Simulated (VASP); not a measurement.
Output of a VASP run:

File OSZICAR:
```
...
DAV:   5    -0.252789561534E+02   -0.75951E+00   -0.75882E+00  2344   0.240E+01    0.144E+01
DAV:   6    -0.687721191266E+02   -0.43493E+02   -0.20895E+02  1432   0.144E+02    0.130E+01
DAV:   7    -0.663202801757E+02    0.24518E+01   -0.11939E+01  2616   0.394E+01    0.114E+01
DAV:   8    -0.655285958981E+02    0.79168E+00   -0.11844E+00  2608   0.851E+00    0.939E+00
DAV:   9    -0.635037966648E+02    0.20248E+01   -0.12918E+01  2152   0.241E+01    0.191E+00
DAV:  10    -0.641239235628E+02   -0.62013E+00   -0.46560E+00  2384   0.144E+01    0.534E+00
DAV:  11    -0.635684085541E+02    0.55552E+00   -0.99558E+00  2232   0.234E+01    0.238E+00
DAV:  12    -0.638700745081E+02   -0.30167E+00   -0.51842E-01  2104   0.696E+00    0.278E+00
DAV:  13    -0.637035769071E+02    0.16650E+00   -0.16150E+00  2088   0.836E+00    0.481E-01
DAV:  14    -0.637169098005E+02   -0.13333E-01   -0.96323E-02  2192   0.304E+00    0.486E-01
DAV:  15    -0.637080324829E+02    0.88773E-02   -0.21574E-02  2120   0.124E+00    0.213E-01
DAV:  16    -0.637169474051E+02   -0.89149E-02   -0.84230E-03  2224   0.789E-01    0.744E-02
DAV:  17    -0.637173730489E+02   -0.42564E-03   -0.50526E-03  2056   0.605E-01    0.127E-01
DAV:  18    -0.637179600156E+02   -0.58697E-03   -0.13803E-03  2632   0.350E-01    0.110E-01
DAV:  19    -0.637181132736E+02   -0.15326E-03   -0.95427E-04  2688   0.261E-01    0.744E-02
DAV:  20    -0.637184235157E+02   -0.31024E-03   -0.15187E-03  2440   0.252E-01    0.654E-02
DAV:  21    -0.637185630387E+02   -0.13952E-03   -0.41085E-04  2688   0.122E-01    0.684E-02
DAV:  22    -0.637183879735E+02    0.17507E-03   -0.46788E-04  2208   0.169E-01    0.696E-02
DAV:  23    -0.637174295123E+02    0.95846E-03   -0.99314E-03  1848   0.647E-01    0.898E-02
DAV:  24    -0.637173292725E+02    0.10024E-03   -0.87383E-03  2648   0.422E-01    0.384E-02
DAV:  25    -0.637173648172E+02   -0.35545E-04   -0.33864E-04  2576   0.158E-01    0.308E-02
DAV:  26    -0.637172549160E+02    0.10990E-03   -0.16725E-03  2056   0.254E-01    0.327E-02
DAV:  27    -0.637172609830E+02   -0.60670E-05   -0.87889E-04  2672   0.152E-01    0.146E-02
DAV:  28    -0.637172469541E+02    0.14029E-04   -0.49190E-04  2560   0.139E-01    0.755E-03
DAV:  29    -0.637172506815E+02   -0.37274E-05   -0.58910E-05  2688   0.505E-02    0.407E-03
DAV:  30    -0.637172470386E+02    0.36429E-05   -0.11133E-04  2400   0.691E-02    0.260E-03
DAV:  31    -0.637172494957E+02   -0.24571E-05   -0.19244E-05  2688   0.269E-02    0.167E-03
DAV:  32    -0.637172490571E+02    0.43865E-06   -0.93499E-06  2320   0.214E-02    0.222E-03
DAV:  33    -0.637172492824E+02   -0.22528E-06   -0.41941E-05  2296   0.396E-02    0.189E-03
DAV:  34    -0.637172497507E+02   -0.46838E-06   -0.46332E-06  2488   0.146E-02    0.993E-04
DAV:  35    -0.637172502368E+02   -0.48603E-06   -0.58067E-06  2248   0.152E-02    0.927E-04
DAV:  36    -0.637172504185E+02   -0.18172E-06   -0.58906E-07  1928   0.632E-03    0.568E-04
DAV:  37    -0.637172503366E+02    0.81906E-07   -0.24415E-06  2208   0.109E-02    0.645E-04
DAV:  38    -0.637172505473E+02   -0.21074E-06   -0.13261E-06  2536   0.638E-03    0.145E-03
DAV:  39    -0.637172507886E+02   -0.24131E-06   -0.99619E-08  1144   0.301E-03    0.179E-03
DAV:  40    -0.637172509363E+02   -0.14765E-06   -0.28457E-07  1464   0.432E-03    0.198E-03
DAV:  41    -0.637172509491E+02   -0.12798E-07   -0.25935E-08   832   0.254E-03
   1 F= -.63717251E+02 E0= -.63717251E+02  d E =0.000000E+00
       N       E                     dE             ncg
       N       E                     dE             ncg
```

OUTCAR:
```
------------------------ aborting loop because EDIFF is reached ----------------------------------------
  FORCE on cell =-STRESS in cart. coord.  units (eV):
  Direction    XX          YY          ZZ          XY          YZ          ZX
  --------------------------------------------------------------------------------------
  Total        0.1193158      0.1193158      0.0741277      0.0000000      0.0000000     -0.0000000
  in kB        2.3356992      2.3356991      1.4511066      0.0000000      0.0000000     -0.0000000
  external PRESSURE =       2.0408350 kB  Pullay stress =       0.0000000 kB
  volume of cell :       81.84
      direct lattice vectors                 reciprocal lattice vectors
     1.969079190 -3.410545111  0.000000000     0.253925796 -0.146604130  0.000000000
     1.969079190  3.410545111  0.000000000     0.253925796  0.146604130  0.000000000
     0.000000000  0.000000000  6.093611618     0.000000000  0.000000000  0.164106291
 POSITION                                       TOTAL-FORCE (eV/Angst)
 -----------------------------------------------------------------------------------
      1.96908      1.13685      1.49573         0.000000      0.000000     -0.021293
      1.96908     -1.13685      4.59789        -0.000000     -0.000000      0.021293
      0.00000      0.00000      0.00000        -0.000000     -0.000000      0.000000
      1.96908      1.13685      3.93826         0.000000     -0.000000      0.020212
      1.96908     -1.13685      2.15535        -0.000000      0.000000     -0.020212
 -----------------------------------------------------------------------------------
    total drift:                                0.000000      0.000000      0.000000
  FREE ENERGIE OF THE ION-ELECTRON SYSTEM (eV)
  ---------------------------------------------------
  free  energy   TOTEN  =       -63.7172509491 eV

  energy  without entropy=      -63.7172509491  energy(sigma->0) =      -63.71725095

 total charge

# of ion       s       p       d       f       tot
--------------------------------------------------
    1        2.042   5.696   0.628   0.230   8.596
    2        2.042   5.696   0.628   0.230   8.596
    3        1.537   3.372   0.000   0.000   4.909
    4        1.552   3.457   0.000   0.000   5.009
    5        1.552   3.457   0.000   0.000   5.009
--------------------------------------------------
tot          8.726  21.676   1.256   0.460  32.119

 Electric field gradients after diagonalization (V/A^2)
 (convention: |V_zz| > |V_xx| > |V_yy|)
----------------------------------------------------------------------
 ion       V_xx      V_yy      V_zz     asymmetry (V_yy - V_xx)/ V_zz
----------------------------------------------------------------------
   1     -58.761   -58.760   117.521       0.000
   2     -58.761   -58.760   117.521       0.000
   3       4.798     4.798    -9.596       0.000
   4      -5.558    -5.558    11.117       0.000
   5      -5.558    -5.558    11.117       0.000
```
(Selected blocks of OUTCAR.)

POSCAR:
```
La2O3
1
    1.9690791904    -3.4105451111     0.0000000000
    1.9690791904     3.4105451111     0.0000000000
    0.0000000000     0.0000000000     6.0936116180
La O
2 3
Direct
  0.3333330000   0.6666670000   0.2454579624
  0.6666670000   0.3333330000   0.7545420376
  0.0000000000   0.0000000000   0.0000000000
  0.3333330000   0.6666670000   0.6462937881
  0.6666670000   0.3333330000   0.3537062119
```

Question: Reconstruct the remaining input files.

Answer: Several could match; the one computed here: the input of the run itself, TPSS meta-GGA, plane waves, VASP's PBE PAW potentials (set 64).

**INCAR**
```
# general
SYSTEM   =  La2O3
PREC     =  Accurate
ENCUT    =  520
LREAL    =  .FALSE.
LASPH    =  .TRUE.

# electronic loop
EDIFF    =  1E-7
NELM     =  100
ALGO     =  Normal
LMAXMIX  =  6
LMIXTAU  =  .TRUE.

# smearing
ISMEAR   =  -5

# functional
METAGGA  =  TPSS

# ions
ISIF     =  2

# output
LWAVE    =  .FALSE.
LCHARG   =  .FALSE.
LORBIT   =  11
NEDOS    =  601

# other
LEFG     =  .TRUE.
```

### KPOINTS_OPT
```
k-points along high-symmetry lines
6
Line-mode
Reciprocal
  0.000000   0.000000   0.000000 ! GAMMA
  0.500000   0.000000   0.000000 ! M

  0.500000   0.000000   0.000000 ! M
  0.333333   0.333333   0.000000 ! K

  0.333333   0.333333   0.000000 ! K
  0.000000   0.000000   0.000000 ! GAMMA

  0.000000   0.000000   0.000000 ! GAMMA
  0.000000   0.000000   0.500000 ! A

  0.000000   0.000000   0.500000 ! A
  0.500000   0.000000   0.500000 ! L

  0.500000   0.000000   0.500000 ! L
  0.333333   0.333333   0.500000 ! H

  0.333333   0.333333   0.500000 ! H
  0.000000   0.000000   0.500000 ! A

  0.500000   0.000000   0.500000 ! L
  0.500000   0.000000   0.000000 ! M

  0.333333   0.333333   0.500000 ! H
  0.333333   0.333333   0.000000 ! K
```

KPOINTS:
```
kpoints
0
Gamma
7 7 4
0 0 0
```

POTCAR, in this order: La O (PBE.64 set). Program: vasp_std.

The compound is La2O3 in the a-type structure. It was relaxed first.
